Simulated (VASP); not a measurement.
Output of a VASP run:

OSZICAR:
```
       N       E                     dE             d eps       ncg     rms          rms(c)
DAV:   1     0.932682103804E+02    0.93268E+02   -0.66622E+03  1584   0.131E+03
DAV:   2    -0.113669382434E+02   -0.10464E+03   -0.10255E+03  1640   0.378E+02
DAV:   3    -0.150552612087E+02   -0.36883E+01   -0.35452E+01  2531   0.777E+01
DAV:   4    -0.151251818544E+02   -0.69921E-01   -0.69220E-01  2434   0.730E+00
DAV:   5    -0.151265901395E+02   -0.14083E-02   -0.14077E-02  2083   0.766E-01    0.100E+01
DAV:   6    -0.132837167578E+02    0.18429E+01   -0.60711E+00  2495   0.310E+01    0.303E+00
DAV:   7    -0.132362379800E+02    0.47479E-01   -0.22902E-01  2855   0.513E+00    0.136E+00
DAV:   8    -0.132251180144E+02    0.11120E-01   -0.35529E-02  2534   0.212E+00    0.287E-01
DAV:   9    -0.132233383367E+02    0.17797E-02   -0.97985E-03  2626   0.129E+00    0.721E-02
DAV:  10    -0.132233729787E+02   -0.34642E-04   -0.52224E-04  2661   0.355E-01    0.666E-02
DAV:  11    -0.132233454800E+02    0.27499E-04   -0.67256E-05  2779   0.121E-01    0.155E-02
DAV:  12    -0.132233432477E+02    0.22323E-05   -0.13202E-05  2653   0.538E-02    0.932E-04
DAV:  13    -0.132233432003E+02    0.47376E-07   -0.13082E-07  1095   0.539E-03
   1 F= -.13223343E+02 E0= -.13223230E+02  d E =-.132233E+02
```

File OUTCAR:
```
------------------------ aborting loop because EDIFF is reached ----------------------------------------
  FORCE on cell =-STRESS in cart. coord.  units (eV):
  Direction    XX          YY          ZZ          XY          YZ          ZX
  --------------------------------------------------------------------------------------
  Total       -0.0086822     -0.0086822     -0.0086822      0.0000000      0.0000000      0.0000000
  in kB       -0.4756690     -0.4756690     -0.4756690      0.0000000      0.0000000      0.0000000
  external PRESSURE =      -0.4756690 kB  Pullay stress =       0.0000000 kB
  volume of cell :       29.24
      direct lattice vectors                 reciprocal lattice vectors
     0.000000000  2.445313788  2.445313788    -0.204472736  0.204472736  0.204472736
     2.445313788  0.000000000  2.445313788     0.204472736 -0.204472736  0.204472736
     2.445313788  2.445313788  0.000000000     0.204472736  0.204472736 -0.204472736
 POSITION                                       TOTAL-FORCE (eV/Angst)
 -----------------------------------------------------------------------------------
      0.00000      0.00000      0.00000        -0.000000     -0.000000     -0.000000
      2.44531      2.44531      2.44531         0.000000      0.000000      0.000000
 -----------------------------------------------------------------------------------
    total drift:                               -0.000000      0.000000      0.000000
  FREE ENERGIE OF THE ION-ELECTRON SYSTEM (eV)
  ---------------------------------------------------
  free  energy   TOTEN  =       -13.2233432003 eV

  energy  without entropy=      -13.2230032016  energy(sigma->0) =      -13.22322987

 reached required accuracy - stopping structural energy minimisation
```
(Selected blocks of OUTCAR.)

**POSCAR**
```
ScB
1
   -0.0000000000     2.4453137883     2.4453137883
    2.4453137883     0.0000000000     2.4453137883
    2.4453137883     2.4453137883    -0.0000000000
Sc B
1 1
Direct
  0.0000000000   0.0000000000   0.0000000000
  0.5000000000   0.5000000000   0.5000000000
```

Problem. Reconstruct the remaining input files.

Solution. Several could match; the one computed here: the input of the run itself, PBEsol GGA, plane waves, VASP's PBE PAW potentials (set 64).

INCAR:
```
EDIFFG  =  -0.01   # ionic stop
EDIFF  =  1E-6
LMAXMIX  =  4
ISMEAR  =  1   # Methfessel-Paxton
SYSTEM  =  ScB
LASPH  =  .TRUE.   # aspherical one-centre terms
PREC  =  Accurate
LWAVE  =  .FALSE.
ISIF  =  3
IBRION  =  2
NELM  =  100
NSW  =  60   # most ionic steps
ALGO  =  Normal
GGA  =  PS
LCHARG  =  .FALSE.
LREAL  =  .FALSE.
ENCUT  =  520
SIGMA  =  0.1   # width (eV)
```

### KPOINTS
```
Automatic mesh
0
Gamma
12 12 12
0 0 0
```

POTCAR, in this order: Sc_sv B (PBE.64 set). Program: vasp_std.

The structure was generated: ScB was put into the rock salt type (Fm-3m), which need not be its known phase. It was relaxed first, which changed the volume by -29 %. The start is the result of an earlier pass.
